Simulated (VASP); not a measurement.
**MoP (relaxed from the rocksalt structure, space group Fm-3m): computed properties**

These are PBEsol GGA, VASP's PBE PAW potentials (set 64) (plane waves; VASP) values and carry that method's errors.

| Quantity | Result |
|---|---|
| space group | Fm-3m (225) |
| cell | a = b = c = 4.899 Å, α = β = γ = 90.00° |
| volume per atom | 14.70 Å³/atom |
| band gap (over mesh and band path) | none (metal, semimetal or under 0.01 eV) |
| density | 7.17 g/cm³ |

Space group Fm-3m (No. 225); a = b = c = 4.8994 Å, α = β = γ = 90.00°

```csv
atom,site,symmetry,x,y,z
P,4a,m-3m,0.0000,0.0000,0.0000
Mo,4b,m-3m,0.5000,0.5000,0.5000
```
(The calculation used a cell of 2 atoms; values per cell refer to that cell.)

The structure was generated: MoP was put into the rocksalt type (Fm-3m), which need not be its known phase. It was relaxed first, which changed the volume by -20 %. Symmetry was kept, so distortions that lower it aren't found. The electron count is odd and the run is not spin-polarised, which forces a metal.
